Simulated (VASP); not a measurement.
Output of a VASP run:

### OSZICAR
```
       N       E                     dE             d eps       ncg     rms          rms(c)
DAV:   1     0.376853785837E+02    0.37685E+02   -0.52250E+03  2626   0.101E+03
DAV:   2    -0.512931969060E+01   -0.42815E+02   -0.41691E+02  2737   0.191E+02
DAV:   3    -0.548137893066E+01   -0.35206E+00   -0.35069E+00  3149   0.201E+01
DAV:   4    -0.548303009463E+01   -0.16512E-02   -0.16511E-02  2994   0.126E+00
DAV:   5    -0.548305024174E+01   -0.20147E-04   -0.20147E-04  3042   0.121E-01    0.755E+00
DAV:   6    -0.522493455447E+01    0.25812E+00   -0.11992E+00  2668   0.103E+01    0.371E+00
DAV:   7    -0.521447271778E+01    0.10462E-01   -0.80141E-03  2902   0.823E-01    0.195E+00
DAV:   8    -0.521075419160E+01    0.37185E-02   -0.10643E-03  2796   0.259E-01    0.517E-02
DAV:   9    -0.521075791763E+01   -0.37260E-05   -0.75658E-06  3327   0.314E-02    0.113E-02
DAV:  10    -0.521076182114E+01   -0.39035E-05   -0.15766E-06  2932   0.136E-02    0.257E-03
DAV:  11    -0.521076169062E+01    0.13052E-06   -0.34278E-08  1392   0.174E-03
   1 F= -.47461833E+01 E0= -.47461349E+01  d E =-.474618E+01
```

File OUTCAR:
```
------------------------ aborting loop because EDIFF is reached ----------------------------------------
  FORCE on cell =-STRESS in cart. coord.  units (eV):
  Direction    XX          YY          ZZ          XY          YZ          ZX
  --------------------------------------------------------------------------------------
  Total        0.4628585      0.4628585      0.4628585      0.0000000      0.0000000      0.0000000
  in kB       49.8148966     49.8148966     49.8148966      0.0000000      0.0000000      0.0000000
  external PRESSURE =      -0.1851034 kB  Pullay stress =      50.0000000 kB
  volume of cell :       14.89
      direct lattice vectors                 reciprocal lattice vectors
     0.000000000  1.952494753  1.952494753    -0.256082634  0.256082634  0.256082634
     1.952494753  0.000000000  1.952494753     0.256082634 -0.256082634  0.256082634
     1.952494753  1.952494753  0.000000000     0.256082634  0.256082634 -0.256082634
 POSITION                                       TOTAL-FORCE (eV/Angst)
 -----------------------------------------------------------------------------------
      0.00000      0.00000      0.00000        -0.000000      0.000000     -0.000000
 -----------------------------------------------------------------------------------
    total drift:                                0.000000      0.000000      0.000000
  FREE ENERGIE OF THE ION-ELECTRON SYSTEM (eV)
  ---------------------------------------------------
  free  energy   TOTEN  =        -5.2107616906 eV

  energy  without entropy=       -5.2106164691  energy(sigma->0) =       -5.21071328
  enthalpy is  TOTEN    =        -4.7461832586 eV   P V=        0.4645784321

 reached required accuracy - stopping structural energy minimisation
```
(Selected blocks of OUTCAR.)

File POSCAR:
```
Pd
1
   -0.0000000000     1.9524947529     1.9524947529
    1.9524947529    -0.0000000000     1.9524947529
    1.9524947529     1.9524947529     0.0000000000
Pd
1
Direct
  0.0000000000   0.0000000000   0.0000000000
```

### Question
Write an INCAR and KPOINTS that could have produced this output.

### Answer
This is not unique; one that fits is the input of the run itself, PBE GGA, plane waves, VASP's PBE PAW potentials (set 64).

### INCAR
```
SYSTEM = Pd
PREC = Accurate
ENCUT = 500
EDIFF = 1E-6
NELM = 100
ALGO = Normal
LREAL = .FALSE.
LASPH = .TRUE.
ISMEAR = 1
SIGMA = 0.1
GGA = PE
LMAXMIX = 4
LWAVE = .FALSE.
LCHARG = .FALSE.
IBRION = 2
ISIF = 3
NSW = 40
EDIFFG = -0.02
PSTRESS = 50
```

KPOINTS:
```
Automatic mesh
0
Gamma
16 16 16
0 0 0
```

POTCAR, in this order: Pd (PBE.64 set). Program: vasp_std.

The compound is Pd in the fcc structure. It was relaxed first under an external pressure of 5 GPa.
